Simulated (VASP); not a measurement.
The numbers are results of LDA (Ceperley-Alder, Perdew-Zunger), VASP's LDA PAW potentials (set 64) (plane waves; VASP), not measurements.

The input files of a VASP run:

**INCAR**
```
ALGO=Normal
EDIFF=1E-7
ENCUT=400
ICHARG=11
ISMEAR=0
LASPH=.True.
LCHARG=.False.
LMAXMIX=4
LORBIT=11
LREAL=.False.
LWAVE=.False.
NELM=100
PREC=Accurate
SIGMA=0.05
SYSTEM=GaP
```

**POSCAR**
```
GaP
3.811340
  0.0000000000   0.7071067771   0.7071067771
  0.7071067771   0.0000000000   0.7071067771
  0.7071067771   0.7071067771   0.0000000000
Ga P
1 1
Cart
  0.0000000000   0.0000000000   0.0000000000
  0.3535533886   0.3535533886   0.3535533886
```

KPOINTS:
```
k-points along high-symmetry lines
15
Line-mode
Reciprocal
  0.000000   0.000000   0.000000 ! GAMMA
 -0.500000  -0.500000   0.000000 ! X

 -0.500000  -0.500000   0.000000 ! X
 -0.375000  -0.375000   0.250000 ! U

 -0.375000  -0.000000   0.375000 ! K
  0.000000   0.000000   0.000000 ! GAMMA

  0.000000   0.000000   0.000000 ! GAMMA
 -0.000000   0.000000   0.500000 ! L

 -0.000000   0.000000   0.500000 ! L
 -0.500000  -0.250000   0.250000 ! W

 -0.500000  -0.250000   0.250000 ! W
 -0.500000  -0.500000   0.000000 ! X
```

POTCAR, in this order: Ga_d P (LDA.64 set). Program: vasp_std. Read from the step before: CHGCAR.

What VASP printed:

File OSZICAR:
```
       N       E                     dE             d eps       ncg     rms          rms(c)
DAV:   1     0.711296088619E+02    0.71130E+02   -0.83773E+03  2417   0.176E+03
DAV:   2    -0.345054439514E+01   -0.74580E+02   -0.71670E+02  2581   0.296E+02
DAV:   3    -0.879198732799E+01   -0.53414E+01   -0.52091E+01  2878   0.683E+01
DAV:   4    -0.888446618516E+01   -0.92479E-01   -0.92426E-01  2857   0.977E+00
DAV:   5    -0.888658756972E+01   -0.21214E-02   -0.21211E-02  2925   0.124E+00
DAV:   6    -0.888668973826E+01   -0.10217E-03   -0.10217E-03  3367   0.246E-01
DAV:   7    -0.888669067142E+01   -0.93315E-06   -0.93315E-06  2981   0.199E-02
DAV:   8    -0.888669068805E+01   -0.16636E-07   -0.16646E-07  2322   0.271E-03
   1 F= -.88866907E+01 E0= -.88866907E+01  d E =-.385349E-16
```

OUTCAR:
```
 val. band max:        4.8546657430   @ k =   0.0000   0.0000   0.0000

 cond. band min:       6.2373008571   @ k =  -0.4286  -0.4286   0.0000



 k-point     1 :       0.0000    0.0000    0.0000
  band No.  band energies     occupation
      1      -9.9098      2.00000
      2      -9.9098      2.00000
      3      -9.9098      2.00000
      4      -9.8011      2.00000
      5      -9.8011      2.00000
      6      -7.9111      2.00000
      7       4.8547      2.00000
      8       4.8547      2.00000
      9       4.8547      2.00000
     10       6.7704      0.00000
     11       8.6385      0.00000
     12       8.6385      0.00000
     13       8.6385      0.00000

 k-point     2 :      -0.0357   -0.0357    0.0000
  band No.  band energies     occupation
      1      -9.9120      2.00000
      2      -9.9090      2.00000
      3      -9.9090      2.00000
      4      -9.8015      2.00000
      5      -9.8008      2.00000
      6      -7.8879      2.00000
      7       4.6432      2.00000
      8       4.7826      2.00000
      9       4.7826      2.00000
     10       6.9735      0.00000
     11       8.5691      0.00000
     12       8.7352      0.00000
     13       8.7352      0.00000

 k-point     3 :      -0.0714   -0.0714    0.0000
  band No.  band energies     occupation
      1      -9.9183      2.00000
      2      -9.9063      2.00000
      3      -9.9063      2.00000
      4      -9.8026      2.00000
      5      -9.7999      2.00000
      6      -7.8184      2.00000
      7       4.1656      2.00000
      8       4.5873      2.00000
      9       4.5873      2.00000
     10       7.4122      0.00000
     11       8.3895      0.00000
     12       9.0044      0.00000
     13       9.0044      0.00000

 k-point     4 :      -0.1071   -0.1071    0.0000
  band No.  band energies     occupation
      1      -9.9280      2.00000
      2      -9.9022      2.00000
      3      -9.9022      2.00000
      4      -9.8045      2.00000
...
```

The density is held fixed in this step, so its total energy and stress have no physical meaning.

The compound is GaP in the zinc blende structure. It was relaxed first.
